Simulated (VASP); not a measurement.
# BaC2 (I4/mmm) in VASP: notebook

One crystal, BaC2, is run at these levels: LDA; tasks: single point.

Everything below comes from runs of VASP 6.6.1. Logs are shortened: lines on timing, memory, paths and dates and some standing lists are left out, and cuts for length are marked.

**1. The structure**

It takes space group I4/mmm (No. 139, tetragonal). Conventional cell: a = 4.407 Å, b = 4.407 Å, c = 7.269 Å, α = 90.00°, β = 90.00°, γ = 90.00°. Around Ba (site symmetry 4/mmm) lie 10 C at 3.00 to 3.18 Å. Around C (site symmetry 4mm) lie 1 C at 1.26 Å.

The cell comes from a database or a generator and needn't be the stable form of this composition.

**2. Single point, LDA**

Input file INCAR:

```
SYSTEM = BaC2
PREC = Accurate
ENCUT = 520
EDIFF = 1E-7
ISMEAR = 0
SIGMA = 0.05
LREAL = .False.
LASPH = .True.
NELM = 100
ALGO = Normal
ISIF = 2
LWAVE = .False.
LCHARG = .False.
NBANDS = 16
```

Input file KPOINTS:

```
Automatic mesh
0
Gamma
  10 10 10
  0 0 0
```

Input file POSCAR:

```
BaC2
1.0
   -2.2035210000      2.2035210000      3.6344930000
    2.2035210000     -2.2035210000      3.6344930000
    2.2035210000      2.2035210000     -3.6344930000
Ba C
1 2
Direct
    0.0000000000      0.0000000000      0.0000000000
    0.5870080000      0.5870080000      0.0000000000
    0.4129920000      0.4129920000      0.0000000000
```

Potentials or basis: VASP PAW LDA potentials, release 64 (Ba_sv, C).

Started as:

```bash
$ cat potpaw_LDA.64/Ba_sv/POTCAR potpaw_LDA.64/C/POTCAR > POTCAR
$ mpirun -np 1 vasp_std > vasp.out
```

OUTCAR:

```text
SYSTEM = BaC2
   PREC = Accurate
   ENCUT = 520
   EDIFF = 1E-7
   ISMEAR = 0
   LREAL = .False.
   LASPH = .True.
   NELM = 100
   ISIF = 2

 ion  position               nearest neighbor table
   1  0.000  0.000  0.000-   2 3.00   3 3.00   2 3.18   3 3.18   2 3.18   2 3.18   2 3.18   3 3.18
                             3 3.18   3 3.18
   2  0.587  0.587  0.000-   3 1.26   1 3.00   1 3.18   1 3.18   1 3.18   1 3.18
   3  0.413  0.413  0.000-   2 1.26   1 3.00   1 3.18   1 3.18   1 3.18   1 3.18

  LATTYP: Found a body centered tetragonal cell.
 ALAT       =     4.4070420000
 C/A-ratio  =     1.6494024790

  Lattice vectors:

 A1 = (  -2.2035210000,   2.2035210000,   3.6344930000)
 A2 = (   2.2035210000,  -2.2035210000,   3.6344930000)
 A3 = (   2.2035210000,   2.2035210000,  -3.6344930000)

Analysis of symmetry for initial positions (statically):
=====================================================================
 Subroutine PRICEL returns:
 Original cell was already a primitive cell.

 Routine SETGRP: Setting up the symmetry group for a
 body centered tetragonal supercell.

 Subroutine GETGRP returns: Found 16 space group operations
 (whereof 16 operations were pure point group operations)
 out of a pool of 16 trial point group operations.

The static configuration has the point symmetry D_4h.

Analysis of symmetry for dynamics (positions and initial velocities):
=====================================================================
 Subroutine PRICEL returns:
 Original cell was already a primitive cell.

 Routine SETGRP: Setting up the symmetry group for a
 body centered tetragonal supercell.

 Subroutine GETGRP returns: Found 16 space group operations
 (whereof 16 operations were pure point group operations)
 out of a pool of 16 trial point group operations.

The dynamic configuration has the point symmetry D_4h.

 Subroutine INISYM returns: Found 16 space group operations
 (whereof 16 operations are pure point group operations),
 and found     1 'primitive' translations

----------------------------------------------------------------------------------------

                                     Primitive cell

  volume of cell :      70.5892

  direct lattice vectors                    reciprocal lattice vectors
    -2.203521000  2.203521000  3.634493000     0.000000000  0.226909569  0.137570770
     2.203521000 -2.203521000  3.634493000     0.226909569  0.000000000  0.137570770
     2.203521000  2.203521000 -3.634493000     0.226909569  0.226909569  0.000000000

  length of vectors
     4.787541014  4.787541014  4.787541014     0.265355741  0.265355741  0.320898590

  position of ions in fractional coordinates (direct lattice)
     0.000000000  0.000000000  0.000000000
     0.587008000  0.587008000  0.000000000
     0.412992000  0.412992000  0.000000000

  ion indices of the primitive-cell ions
   primitive index   ion index
                 1           1
                 2           2
                 3           3

----------------------------------------------------------------------------------------

 KPOINTS: Automatic mesh

Automatic generation of k-mesh.
 Grid dimensions read from file:
 generate k-points for:   10   10   10

 Generating k-lattice:

  Cartesian coordinates                     Fractional coordinates (reciprocal lattice)
     0.000000000  0.022690957  0.013757077     0.100000000  0.000000000 -0.000000000
     0.022690957  0.000000000  0.013757077     0.000000000  0.100000000 -0.000000000
     0.022690957  0.022690957  0.000000000     0.000000000  0.000000000  0.100000000

  Length of vectors
     0.026535574  0.026535574  0.032089859

  Shift w.r.t. Gamma in fractional coordinates (k-lattice)
     0.000000000  0.000000000  0.000000000

 Subroutine IBZKPT returns following result:
 ===========================================

 Found    102 irreducible k-points:

 Following reciprocal coordinates:
            Coordinates               Weight
  0.000000  0.000000  0.000000      1.000000
  0.100000  0.000000  0.000000      8.000000
  0.200000  0.000000  0.000000      8.000000
  0.300000  0.000000  0.000000      8.000000
  0.400000  0.000000  0.000000      8.000000
  0.500000  0.000000  0.000000      4.000000
[... 16 lines left out ...]
  0.300000  0.300000  0.000000      8.000000
  0.400000  0.300000  0.000000     16.000000
 [... further k-points ...]
   k-points           NKPTS =    102   k-points in BZ     NKDIM =    102   number of bands    NBANDS=     16
   number of dos      NEDOS =    301   number of ions     NIONS =      3
   total plane-waves  NPLWV =  46656
   dimension x,y,z NGX =    36 NGY =   36 NGZ =   36
   dimension x,y,z NGXF=    72 NGYF=   72 NGZF=   72
   ions per type =               1   2
   NGX,Y,Z   is equivalent  to a cutoff of  12.50, 12.50, 12.50 a.u.
   NGXF,Y,Z  is equivalent  to a cutoff of  25.00, 25.00, 25.00 a.u.
 SYSTEM =  BaC2
   PREC   = accura    normal or accurate (medium, high low for compatibility)
   ISTART =      0    job   : 0-new  1-cont  2-samecut
   ICHARG =      2    charge: 1-file 2-atom 10-const
   ISPIN  =      1    spin polarized calculation?
   LNONCOLLINEAR =      F non collinear calculations
   LSORBIT =      F    spin-orbit coupling
   LASPH  =      T    aspherical Exc in radial PAW
   ENCUT  =  520.0 eV  38.22 Ry    6.18 a.u.   8.90  8.90  8.90*2*pi/ulx,y,z
   NELM   =    100;   NELMIN=  2; NELMDL= -5     # of ELM steps
   EDIFF  = 0.1E-06   stopping-criterion for ELM
   LREAL  =      F    real-space projection
   EDIFFG = 0.1E-05   stopping-criterion for IOM
   NSW    =      0    number of steps for IOM
   IBRION =     -1    ionic relax: 0-MD 1-quasi-New 2-CG
   NFREE  =      0    steps in history (QN), initial steepest desc. (CG)
   ISIF   =      2    stress and relaxation
   ISYM   =      2    0-nonsym 1-usesym 2-fastsym
   POTIM  = 0.5000    time-step for ionic-motion
   TEBEG  =    0.0;   TEEND  =   0.0 temperature during run
   PSTRESS=    0.0 pullay stress
   NELECT =      18.0000    total number of electrons
   NUPDOWN=      -1.0000    fix difference up-down
   EMIN   =  10.00;   EMAX   =-10.00  energy-range for DOS
   EFERMI =   0.00;   METHOD = LEGACY
   ISMEAR =     0;   SIGMA  =   0.05  broadening in eV -4-tet -1-fermi 0-gaus
   EFERMI_NEDOS =   21; number of points for ismear=-14 and -15
   IALGO  =     38    algorithm
   IMIX   =      4    mixing-type and parameters
     AMIX     =   0.40;   BMIX     =  1.00
     AMIX_MAG =   1.60;   BMIX_MAG =  1.00
  volume/ion in A,a.u.               =      23.53       158.79
  Fermi-wavevector in a.u.,A,eV,Ry     =   1.038133  1.961787 14.663268  1.077720
  Thomas-Fermi vector in A             =   2.172603
   LORBIT       =      0    0 simple, 1 ext, 2 COOP (PROOUT), +10 PAW based schemes
   GGA     = CA    functional components
   LHFCALC =     F    Hartree Fock is set to
   AEXX    =    0.0000 exact exchange contribution
   IVDW    =     0    specifies the selected vdW correction
   LEPSILON=     F    determine dielectric tensor
   LRPA    =     F    only Hartree local field effects (RPA)
 non-spin polarized calculation
 Gauss-broadening in eV      SIGMA  =   0.05
  energy-cutoff  :      520.00
  volume of cell :       70.59
 maximum number of plane-waves:      1920
   NGX = 17   NGY = 17   NGZ = 17

 number of electron      17.9999999 magnetization

 Free energy of the ion-electron system (eV)
  ---------------------------------------------------
  ext. energy  EPLUGINS =         0.00000000
  ---------------------------------------------------
  free energy    TOTEN  =       -21.74158433 eV

  energy without entropy =      -21.74158433  energy(sigma->0) =      -21.74158433

 E-fermi :   0.3464     XC(G=0):  -8.8610

 val. band max:        0.1014789583   @ k =   0.5000   0.0000   0.0000
 cond. band min:       1.5521989688   @ k =   0.5000   0.5000   0.0000
 fundamental gap:      1.4507200106
 Fermi energy:         0.3463611820

 k-point     1 :       0.0000    0.0000    0.0000
  band No.  band energies     occupation
      1     -25.8448      2.00000
      2     -11.8138      2.00000
      3     -10.9551      2.00000
      4     -10.9551      2.00000
      5     -10.8674      2.00000
      6      -2.2602      2.00000
[... 8 lines left out ...]
     15       8.0798      0.00000
     16       8.7368      0.00000

 k-point     2 :       0.1000    0.0000    0.0000
  band No.  band energies     occupation
      1     -25.8416      2.00000
      2     -11.9166      2.00000
      3     -10.9532      2.00000
      4     -10.8928      2.00000
      5     -10.8450      2.00000
      6      -2.4446      2.00000
[... 8 lines left out ...]
     15       8.0255      0.00000
     16       9.0153      0.00000

 k-point     3 :       0.2000    0.0000    0.0000
  band No.  band energies     occupation
      1     -25.8331      2.00000
      2     -12.1249      2.00000
      3     -10.9479      2.00000
      4     -10.9067      2.00000
      5     -10.6696      2.00000
      6      -2.7419      2.00000
[... 8 lines left out ...]
     15       7.7997      0.00000
     16       8.6717      0.00000

 k-point     4 :       0.3000    0.0000    0.0000
  band No.  band energies     occupation
      1     -25.8226      2.00000
      2     -12.3252      2.00000
      3     -10.9413      2.00000
      4     -10.9346      2.00000
      5     -10.4984      2.00000
      6      -2.9988      2.00000
[... 8 lines left out ...]
     15       7.3891      0.00000
     16       8.1080      0.00000

 k-point     5 :       0.4000    0.0000    0.0000
  band No.  band energies     occupation
      1     -25.8141      2.00000
      2     -12.4629      2.00000
      3     -10.9573      2.00000
      4     -10.9358      2.00000
      5     -10.3834      2.00000
      6      -3.1700      2.00000
[... 8 lines left out ...]
     15       7.4687      0.00000
     16       8.2017      0.00000

 k-point     6 :       0.5000    0.0000    0.0000
  band No.  band energies     occupation
      1     -25.8108      2.00000
      2     -12.5115      2.00000
      3     -10.9659      2.00000
      4     -10.9337      2.00000
      5     -10.3432      2.00000
      6      -3.2302      2.00000
[... 8 lines left out ...]
     15       7.7295      0.00000
     16       8.4545      0.00000
[... 267 lines left out ...]
 k-point    21 :      -0.3000    0.2000   -0.0000
  band No.  band energies     occupation
      1     -25.8176      2.00000
      2     -12.2414      2.00000
      3     -11.0666      2.00000
      4     -10.9336      2.00000
      5     -10.5749      2.00000
      6      -2.5395      2.00000
[... 8 lines left out ...]
     15       7.9646      0.00000
     16       8.2126      0.00000

 k-point    22 :      -0.2000    0.2000    0.0000
  band No.  band energies     occupation
      1     -25.8264      2.00000
      2     -12.1684      2.00000
      3     -11.0486      2.00000
      4     -10.9099      2.00000
      5     -10.5886      2.00000
      6      -2.3855      2.00000
[... 8 lines left out ...]
     15       7.8127      0.00000
     16       8.0810      0.00000

 k-point    23 :       0.3000    0.3000    0.0000
  band No.  band energies     occupation
      1     -25.8040      2.00000
      2     -12.2213      2.00000
      3     -11.2182      2.00000
      4     -10.9882      2.00000
      5     -10.6227      2.00000
      6      -3.0455      2.00000
[... 8 lines left out ...]
     15       7.8708      0.00000
     16       8.4888      0.00000

 k-point    24 :       0.4000    0.3000    0.0000
  band No.  band energies     occupation
      1     -25.7992      2.00000
      2     -12.1741      2.00000
      3     -11.2369      2.00000
      4     -11.0041      2.00000
      5     -10.7334      2.00000
      6      -2.9000      2.00000
[... 8 lines left out ...]
     15       8.1160      0.00000
     16       8.3257      0.00000

 [... further k-points ...]

------------------------ aborting loop because EDIFF is reached ----------------------------------------

  FORCE on cell =-STRESS in cart. coord.  units (eV):
  Direction    XX          YY          ZZ          XY          YZ          ZX
  --------------------------------------------------------------------------------------
  -------------------------------------------------------------------------------------
  Total       -1.3689826     -1.3689826     -2.0351597      0.0000000      0.0000000     -0.0000000
  in kB      -31.0720772    -31.0720772    -46.1924360      0.0000000      0.0000000     -0.0000000
  external PRESSURE =     -36.1121968 kB  Pullay stress =       0.0000000 kB

 VOLUME and BASIS-vectors are now :
 -----------------------------------------------------------------------------
  energy-cutoff  :      520.00
  volume of cell :       70.59
      direct lattice vectors                 reciprocal lattice vectors
    -2.203521000  2.203521000  3.634493000     0.000000000  0.226909569  0.137570770
     2.203521000 -2.203521000  3.634493000     0.226909569  0.000000000  0.137570770
     2.203521000  2.203521000 -3.634493000     0.226909569  0.226909569  0.000000000

 POSITION                                       TOTAL-FORCE (eV/Angst)
 -----------------------------------------------------------------------------------
      0.00000      0.00000      0.00000         0.000000      0.000000     -0.000000
      0.00000      0.00000      4.26695         0.000000      0.000000     -0.537076
      0.00000      0.00000      3.00203        -0.000000     -0.000000      0.537076
 -----------------------------------------------------------------------------------
    total drift:                                0.000000      0.000000      0.000000

  FREE ENERGIE OF THE ION-ELECTRON SYSTEM (eV)
  ---------------------------------------------------
  free  energy   TOTEN  =       -21.7415843286 eV

  energy  without entropy=      -21.7415843286  energy(sigma->0) =      -21.74158433
```

Wall time 82 s (1 thread of Intel Xeon Platinum 8488C (Sapphire Rapids), shared host); peak memory 0.25 GiB.

Results:

* Free energy: -21.7416 eV
* Pressure: -3.6 GPa
* Largest force: 0.537 eV/Å
* Band gap on the k mesh: 1.45 eV, indirect (least direct gap 2.17 eV)

Forces in eV/Å, atoms in the order of the input:
```
Ba   0.000  0.000  0.000
C    0.000  0.000 -0.537
C    0.000  0.000  0.537
```

Levels at points of the mesh, in eV from the valence-band top:
| k point | band 5 | band 6 | band 7 | band 8 | band 9 | band 10 | band 11 | band 12 | band 13 | band 14 |
| --- | --- | --- | --- | --- | --- | --- | --- | --- | --- | --- |
| (0.00, 0.00, 0.00) | -10.97 | -2.36 | -1.72 | -0.84 | -0.84 | 3.16 | 3.16 | 3.68 | 4.64 | 5.83 |
| (0.50, 0.00, 0.00) | -10.44 | -3.33 | -1.98 | -1.64 | 0.00 | 4.67 | 5.21 | 5.64 | 5.95 | 6.22 |
| (0.50, 0.50, 0.00) | -11.10 | -2.50 | -1.22 | -0.89 | -0.72 | 1.45 | 5.46 | 6.32 | 7.79 | 7.81 |
| (0.50, 0.50, 0.50) | -11.15 | -2.82 | -0.99 | -0.99 | -0.23 | 2.61 | 5.80 | 6.39 | 6.39 | 6.46 |

Caveat: spin-orbit coupling is left out, which moves the levels of the heavy elements. LDA gaps usually lie below the measured ones, often by a third to a half.

**3. Single point, LDA**

Input file INCAR:

```
SYSTEM = BaC2
  PREC = Accurate
  ENCUT = 520
  EDIFF = 1E-6
  ISMEAR = 0
  SIGMA = 0.05
  LREAL = .FALSE.
  LASPH = .TRUE.
  NELM = 100
  ALGO = Normal
  ISIF = 2
  LWAVE = .FALSE.
  LCHARG = .TRUE.
  GGA = CA
  LELF = .TRUE.
  LVHAR = .TRUE.
  NBANDS = 16
```

Input file KPOINTS:

```
Automatic mesh
0
G
  10 10 10
  0 0 0
```

POSCAR is that of step 2.

Potentials or basis: VASP PAW LDA potentials, release 64 (Ba_sv, C).

Started as:

```bash
$ cat potpaw_LDA.64/Ba_sv/POTCAR potpaw_LDA.64/C/POTCAR > POTCAR
$ mpirun -np 1 vasp_std > vasp.out
```

OUTCAR:

```text
SYSTEM = BaC2
   PREC = Accurate
   ENCUT = 520
   EDIFF = 1E-6
   ISMEAR = 0
   LREAL = .FALSE.
   LASPH = .TRUE.
   NELM = 100
   ISIF = 2
   GGA = CA

 ion  position               nearest neighbor table
   1  0.000  0.000  0.000-   2 3.00   3 3.00   2 3.18   3 3.18   2 3.18   2 3.18   2 3.18   3 3.18
                             3 3.18   3 3.18
   2  0.587  0.587  0.000-   3 1.26   1 3.00   1 3.18   1 3.18   1 3.18   1 3.18
   3  0.413  0.413  0.000-   2 1.26   1 3.00   1 3.18   1 3.18   1 3.18   1 3.18

  LATTYP: Found a body centered tetragonal cell.
 ALAT       =     4.4070420000
 C/A-ratio  =     1.6494024790

  Lattice vectors:

 A1 = (  -2.2035210000,   2.2035210000,   3.6344930000)
 A2 = (   2.2035210000,  -2.2035210000,   3.6344930000)
 A3 = (   2.2035210000,   2.2035210000,  -3.6344930000)

Analysis of symmetry for initial positions (statically):
=====================================================================
 Subroutine PRICEL returns:
 Original cell was already a primitive cell.

 Routine SETGRP: Setting up the symmetry group for a
 body centered tetragonal supercell.

 Subroutine GETGRP returns: Found 16 space group operations
 (whereof 16 operations were pure point group operations)
 out of a pool of 16 trial point group operations.
[... 170 lines left out ...]
 fundamental gap:      1.4505935069
 Fermi energy:         0.3464107162

 k-point     1 :       0.0000    0.0000    0.0000
  band No.  band energies     occupation
      1     -25.8448      2.00000
      2     -11.8134      2.00000
      3     -10.9551      2.00000
      4     -10.9551      2.00000
      5     -10.8674      2.00000
      6      -2.2600      2.00000
[... 433 lines left out ...]
      3     -11.2368      2.00000
      4     -11.0041      2.00000
      5     -10.7332      2.00000
      6      -2.8999      2.00000
[... 8 lines left out ...]
     15       8.1162      0.00000
     16       8.3258      0.00000

 [... further k-points ...]

------------------------ aborting loop because EDIFF is reached ----------------------------------------

  FORCE on cell =-STRESS in cart. coord.  units (eV):
  Direction    XX          YY          ZZ          XY          YZ          ZX
  --------------------------------------------------------------------------------------
  -------------------------------------------------------------------------------------
  Total       -1.3716639     -1.3716639     -2.0358546      0.0000000      0.0000000      0.0000000
  in kB      -31.1329363    -31.1329363    -46.2082088      0.0000000      0.0000000      0.0000000
  external PRESSURE =     -36.1580271 kB  Pullay stress =       0.0000000 kB

 VOLUME and BASIS-vectors are now :
 -----------------------------------------------------------------------------
  energy-cutoff  :      520.00
  volume of cell :       70.59
      direct lattice vectors                 reciprocal lattice vectors
    -2.203521000  2.203521000  3.634493000     0.000000000  0.226909569  0.137570770
     2.203521000 -2.203521000  3.634493000     0.226909569  0.000000000  0.137570770
     2.203521000  2.203521000 -3.634493000     0.226909569  0.226909569  0.000000000

 POSITION                                       TOTAL-FORCE (eV/Angst)
 -----------------------------------------------------------------------------------
      0.00000      0.00000      0.00000         0.000000      0.000000     -0.000000
      0.00000      0.00000      4.26695        -0.000000     -0.000000     -0.535881
      0.00000      0.00000      3.00203         0.000000      0.000000      0.535881
 -----------------------------------------------------------------------------------
    total drift:                                0.000000      0.000000      0.000000

  FREE ENERGIE OF THE ION-ELECTRON SYSTEM (eV)
  ---------------------------------------------------
  free  energy   TOTEN  =       -21.7415843239 eV

  energy  without entropy=      -21.7415843239  energy(sigma->0) =      -21.74158432
```

stdout:

```text
POSCAR found type information on POSCAR BaC
 POSCAR found :  2 types and       3 ions
 scaLAPACK will be used
 LDA part: xc-table for (Slater(with rela. corr.)+CA(PZ))
 , standard interpolation
 POSCAR, INCAR and KPOINTS ok, starting setup
 FFT: planning ... GRIDC
 FFT: planning ... GRID_SOFT
 FFT: planning ... GRID
 WAVECAR not read
 entering main loop
```

It took 79 s on 1 thread of Intel Xeon Platinum 8488C (Sapphire Rapids), shared host; peak memory 0.25 GiB.

Results:

```yaml
Free_energy: -21.7416 eV
Pressure: -3.6 GPa
Largest_force: 0.536 eV/Å
Band_gap_on_the_k_mesh: 1.45 eV, indirect (least direct gap 2.17 eV)
```

Forces on the atoms (eV/Å):
```
Ba   0.000  0.000  0.000
C    0.000  0.000 -0.536
C    0.000  0.000  0.536
```

Stress tensor (GPa, compression positive):
```
-3.11  0.00  0.00
 0.00 -3.11  0.00
 0.00  0.00 -4.62
```

Caveat: spin-orbit coupling is left out, which moves the levels of the heavy elements. A hybrid or GW would open this gap; LDA tends to underestimate it.
